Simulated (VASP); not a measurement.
An input for Ansatz (written as the equivalent of a VASP run, and not itself run):

Ansatz 0.2 input:
```yaml
crystal:
  lattice:
    - [0.0000000, 2.3258695, 2.3258695]
    - [2.3258695, 0.0000000, 2.3258695]
    - [2.3258695, 2.3258695, 0.0000000]
  atoms:
    - { symbol: Cd, position: [0.0000000, 0.0000000, 0.0000000] }
    - { symbol: O, position: [0.5000000, 0.5000000, 0.5000000] }
kpoints:
  mp_grid: { grid: [13, 13, 13] }
hamiltonian:
  xc: lda
  pseudopotentials: { kind: paw }
scf:
  occupations: { method: methfessel_paxton, width: 0.1 }
  max_iter: 100
relax:
  max_steps: 40
  f_tol: 0.02
  cell: { p_target: 5 }
output: { forces: true, stress: true, eigenvalues: true }
```

Problem. Translate this input to VASP (INCAR, KPOINTS, POSCAR, choice of POTCAR).

Solution. Several could match; the one computed here: 
INCAR:
```
# general
SYSTEM =CdO
PREC   =Accurate
ENCUT  =620
LREAL  =F
LASPH  =T   # aspherical one-centre terms

# electronic loop
EDIFF  =1E-6
NELM   =100   # most electronic steps
ALGO   =Normal
LMAXMIX=4   # l cut-off of mixed one-centre charges

# smearing
ISMEAR =1
SIGMA  =0.1

# ions
IBRION =2
NSW    =40
ISIF   =3
EDIFFG =-0.02   # ionic stop
PSTRESS=50

# output
LWAVE  =F
LCHARG =F
```

KPOINTS:
```
K-points
0
Gamma
13 13 13
```

File POSCAR:
```
CdO
1
    0.0000000000     2.3258694943     2.3258694943
    2.3258694943     0.0000000000     2.3258694943
    2.3258694943     2.3258694943     0.0000000000
Cd O
1 1
Direct
  0.0000000000   0.0000000000   0.0000000000
  0.5000000000   0.5000000000   0.5000000000
```

POTCAR, in this order: Cd O (LDA.64 set). Program: vasp_std.

The two are equivalent in intent, not identical: each code has its own PAW files, so the cut-off isn't converted (ENCUT is set for VASP's; basis.ecutwfc is left out, and Ansatz then takes the one that its files recommend); Ansatz stops its SCF on the density residual and VASP on the energy change (EDIFF); Ansatz's lda is the Perdew-Wang form, while the LDA potentials of VASP carry Perdew-Zunger's.

The compound is CdO in the rock salt structure. This run relaxes it under an external pressure of 5 GPa. Symmetry was kept, so distortions that lower it aren't found.
